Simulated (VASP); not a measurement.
An input for Ansatz (written as the equivalent of a VASP run, and not itself run):

Ansatz 0.2 input:
```yaml
crystal:
  lattice:
    - [1.5851224, -2.7455118, 0.0000000]
    - [1.5851224, 2.7455118, 0.0000000]
    - [0.0000000, 0.0000000, 11.9734548]
  atoms:
    - { symbol: W, position: [0.3333330, 0.6666670, 0.2500000] }
    - { symbol: W, position: [0.6666670, 0.3333330, 0.7500000] }
    - { symbol: Se, position: [0.3333330, 0.6666670, 0.8905993] }
    - { symbol: Se, position: [0.6666670, 0.3333330, 0.3905993] }
    - { symbol: Se, position: [0.6666670, 0.3333330, 0.1094007] }
    - { symbol: Se, position: [0.3333330, 0.6666670, 0.6094007] }
kpoints:
  mp_grid: { grid: [8, 8, 2] }
hamiltonian:
  xc: lda
  pseudopotentials: { kind: paw }
scf:
  occupations: { method: gaussian, width: 0.05 }
  max_iter: 100
relax:
  max_steps: 40
  f_tol: 0.02
  cell: { p_target: 10 }
output: { forces: true, stress: true, eigenvalues: true }
```

Question: Translate this input to VASP (INCAR, KPOINTS, POSCAR, choice of POTCAR).

Answer: One answer among several that fit: 
**KPOINTS**
```
Regular mesh
0
gamma
  8 8 2
0 0 0
```

**INCAR**
```
SYSTEM = WSe2
PREC = Accurate
ENCUT = 500
EDIFF = 1E-6
NELM = 100
ALGO = Normal
LREAL = .FALSE.
LASPH = .TRUE.
ISMEAR = 0
SIGMA = 0.05
LMAXMIX = 6
LWAVE = .FALSE.
LCHARG = .FALSE.
IBRION = 2
ISIF = 3
NSW = 40
EDIFFG = -0.02
PSTRESS = 100
```

### POSCAR
```
WSe2
1
    1.5851223535    -2.7455118217    -0.0000000000
    1.5851223535     2.7455118217    -0.0000000000
    0.0000000000    -0.0000000000    11.9734547735
W Se
2 4
Direct
  0.3333330000   0.6666670000   0.2500000000
  0.6666670000   0.3333330000   0.7500000000
  0.3333330000   0.6666670000   0.8905992542
  0.6666670000   0.3333330000   0.3905992542
  0.6666670000   0.3333330000   0.1094007458
  0.3333330000   0.6666670000   0.6094007458
```

POTCAR, in this order: W_sv Se (LDA.64 set). Program: vasp_std.

Limits of the translation: each code has its own PAW files, so the cut-off isn't converted (ENCUT is set for VASP's; basis.ecutwfc is left out, and Ansatz then takes the one that its files recommend); Ansatz stops its SCF on the density residual and VASP on the energy change (EDIFF); Ansatz's lda is the Perdew-Wang form, while the LDA potentials of VASP carry Perdew-Zunger's.

The compound is WSe2 in the 2H layered structure. It was relaxed first under an external pressure of 10 GPa.
